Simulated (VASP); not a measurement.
Output of a VASP run:

### OSZICAR
```
       N       E                     dE             d eps       ncg     rms          rms(c)
DAV:   1    -0.212278879820E+03   -0.21228E+03   -0.20272E-05   744   0.359E-02    0.179E-03
DAV:   2    -0.212278877951E+03    0.18687E-05   -0.18055E-06   536   0.135E-02    0.858E-04
DAV:   3    -0.212278877095E+03    0.85607E-06   -0.39080E-07   456   0.563E-03    0.570E-04
DAV:   4    -0.212278876824E+03    0.27109E-06   -0.20629E-07   449   0.403E-03
   1 F= -.21227888E+03 E0= -.21227821E+03  d E =-.201241E-02
```

File OUTCAR:
```
------------------------ aborting loop because EDIFF is reached ----------------------------------------
  FORCE on cell =-STRESS in cart. coord.  units (eV):
  Direction    XX          YY          ZZ          XY          YZ          ZX
  --------------------------------------------------------------------------------------
  Total       -0.2083258     -0.2083258     -0.0139459     -0.0000000      0.0000000      0.0000000
  in kB       -1.1714018     -1.1714019     -0.0784167     -0.0000000      0.0000000      0.0000000
  external PRESSURE =      -0.8070735 kB  Pullay stress =       0.0000000 kB
  volume of cell :      284.94
      direct lattice vectors                 reciprocal lattice vectors
     3.542683677  0.000000000  0.000000000     0.282271885  0.162969743  0.000000000
    -1.771341839  3.068054167  0.000000000     0.000000000  0.325939487  0.000000000
     0.000000000  0.000000000 26.215153063     0.000000000  0.000000000  0.038145877
 POSITION                                       TOTAL-FORCE (eV/Angst)
 -----------------------------------------------------------------------------------
      1.77134      1.02268     11.80525        -0.000000      0.000000     -0.015602
     -0.00000      2.04537      9.10329        -0.000000     -0.000000      0.003125
      1.77134      1.02268     17.11186         0.000000      0.000000     -0.003125
     -0.00000      2.04537     14.40990        -0.000000     -0.000000      0.015602
 -----------------------------------------------------------------------------------
    total drift:                                0.000000      0.000000      0.000000
  FREE ENERGIE OF THE ION-ELECTRON SYSTEM (eV)
  ---------------------------------------------------
  free  energy   TOTEN  =      -212.2788768241 eV

  energy  without entropy=     -212.2768644141  energy(sigma->0) =     -212.27820602

 total charge

# of ion       s       p       d       tot
------------------------------------------
    1        1.164   0.429   9.620  11.214
    2        1.211   0.337   9.626  11.173
    3        1.211   0.337   9.626  11.173
    4        1.164   0.429   9.620  11.214
--------------------------------------------------
tot          4.749   1.532  38.494  44.775
```
(Selected blocks of OUTCAR.)

File POSCAR:
```
Tl(001) slab
1
    3.5426836772     0.0000000000     0.0000000000
   -1.7713418386     3.0680541674     0.0000000000
    0.0000000000     0.0000000000    26.2151530629
Tl
4
Direct
  0.6666670000   0.3333330000   0.4503217486
  0.3333330000   0.6666670000   0.3472530193
  0.6666670000   0.3333330000   0.6527469807
  0.3333330000   0.6666670000   0.5496782514
```

**Question.** Reconstruct the remaining input files.

**Answer.** Several could match; the one computed here: the input of the run itself, r2SCAN meta-GGA, plane waves, VASP's PBE PAW potentials (set 64).

**INCAR**
```
! general
SYSTEM  = Tl(001) slab
PREC    = Normal
ENCUT   = 400
LREAL   = .FALSE.
LASPH   = .TRUE.

! electronic loop
EDIFF   = 1E-6
NELM    = 100
NELMIN  = 4
ALGO    = Normal
LMAXMIX = 4
LMIXTAU = .TRUE.

! smearing
ISMEAR  = 1
SIGMA   = 0.1

! functional
METAGGA = R2SCAN

! output
LWAVE   = .FALSE.
LCHARG  = .FALSE.
LORBIT  = 11
LVHAR   = .TRUE.

! other
LDIPOL  = .TRUE.
IDIPOL  = 3
DIPOL   = 0.5 0.5 0.5
```

File KPOINTS:
```
Automatic mesh
0
Gamma
9 9 1
0 0 0
```

POTCAR, in this order: Tl_d (PBE.64 set). Program: vasp_std. Read from the step before: WAVECAR.

The cell is a thin slab with vacuum, built from Tl (hcp): (001) face.
